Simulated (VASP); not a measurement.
Level of theory: PBEsol GGA, VASP's PBE PAW potentials (set 64) (plane waves; VASP).

VASP ran on this input.

### KPOINTS
```
Automatic mesh
0
Gamma
7 7 6
0 0 0
```

**POSCAR**
```
HgPd
1.0
  3.0260000000   0.0000000000   0.0000000000
  0.0000000000   3.0260000000   0.0000000000
  0.0000000000   0.0000000000   3.7020000000
Hg Pd
1 1
Cartesian
  0.0000000000   0.0000000000   0.0000000000
  1.5130000000   1.5130000000   1.8510000000
```

INCAR:
```
! general
SYSTEM   =  HgPd
PREC     =  Accurate
ENCUT    =  300
LREAL    =  .FALSE.
LASPH    =  .TRUE.   ! aspherical one-centre terms

! electronic loop
EDIFF    =  1E-6
NELM     =  100   ! most electronic steps
ALGO     =  Normal   ! blocked Davidson
LMAXMIX  =  6

! smearing
ISMEAR   =  -1   ! Fermi-Dirac
SIGMA    =  0.1   ! width (eV)

! functional
GGA      =  PS   ! PBEsol

! ions
ISIF     =  2

! output
LWAVE    =  .FALSE.
LCHARG   =  .FALSE.
```

POTCAR, in this order: Hg Pd (PBE.64 set). Program: vasp_std.

Output of the run:

File OSZICAR:
```
       N       E                     dE             d eps       ncg     rms          rms(c)
DAV:   1     0.961316294817E+02    0.96132E+02   -0.87514E+03  1271   0.937E+02
DAV:   2    -0.590544692065E+01   -0.10204E+03   -0.98633E+02  1284   0.267E+02
DAV:   3    -0.738182383073E+01   -0.14764E+01   -0.14743E+01  1543   0.372E+01
DAV:   4    -0.738665875382E+01   -0.48349E-02   -0.48347E-02  1375   0.181E+00
DAV:   5    -0.738672178076E+01   -0.63027E-04   -0.63027E-04  1536   0.228E-01    0.991E+00
DAV:   6    -0.705137894278E+01    0.33534E+00   -0.76531E-01  1361   0.147E+01    0.761E+00
DAV:   7    -0.701446888669E+01    0.36910E-01   -0.23110E-01  1263   0.482E+00    0.300E+00
DAV:   8    -0.700420589234E+01    0.10263E-01   -0.52418E-02  1375   0.270E+00    0.128E+00
DAV:   9    -0.700239615444E+01    0.18097E-02   -0.87323E-03  1319   0.147E+00    0.147E-01
DAV:  10    -0.700238119037E+01    0.14964E-04   -0.27231E-04  1417   0.146E-01    0.537E-02
DAV:  11    -0.700237986858E+01    0.13218E-05   -0.43303E-05  1347   0.722E-02    0.536E-03
DAV:  12    -0.700237940623E+01    0.46235E-06   -0.30465E-06  1088   0.272E-02
   1 F= -.70023794E+01 E0= -.69916069E+01  d E =-.215450E-01
```

OUTCAR:
```
------------------------ aborting loop because EDIFF is reached ----------------------------------------
  FORCE on cell =-STRESS in cart. coord.  units (eV):
  Direction    XX          YY          ZZ          XY          YZ          ZX
  --------------------------------------------------------------------------------------
  Total        0.0430183      0.0430183      0.2808294      0.0000000      0.0000000      0.0000000
  in kB        2.0332431      2.0332431     13.2732989      0.0000000      0.0000000      0.0000000
  external PRESSURE =       5.7799284 kB  Pullay stress =       0.0000000 kB
  volume of cell :       33.90
      direct lattice vectors                 reciprocal lattice vectors
     3.026000000  0.000000000  0.000000000     0.330469266  0.000000000  0.000000000
     0.000000000  3.026000000  0.000000000     0.000000000  0.330469266  0.000000000
     0.000000000  0.000000000  3.702000000     0.000000000  0.000000000  0.270124257
 POSITION                                       TOTAL-FORCE (eV/Angst)
 -----------------------------------------------------------------------------------
      0.00000      0.00000      0.00000         0.000000      0.000000      0.000000
      1.51300      1.51300      1.85100         0.000000      0.000000      0.000000
 -----------------------------------------------------------------------------------
    total drift:                                0.000000     -0.000000     -0.000000
  FREE ENERGIE OF THE ION-ELECTRON SYSTEM (eV)
  ---------------------------------------------------
  free  energy   TOTEN  =        -7.0023794062 eV

  energy  without entropy=       -6.9808343877  energy(sigma->0) =       -6.99160690
```
(Selected blocks of OUTCAR.)

At this cut-off the stress carries a Pulay error, which pulls relaxed volumes low.

The structure comes from a measured HgPd entry of the Crystallography Open Database, whose conditions weren't checked. The cell was not relaxed at this level. The run is one of a series of settings (GGA = PS, POTCAR Hg Pd (PBE.64 set) against the base run), some of them coarse on purpose.
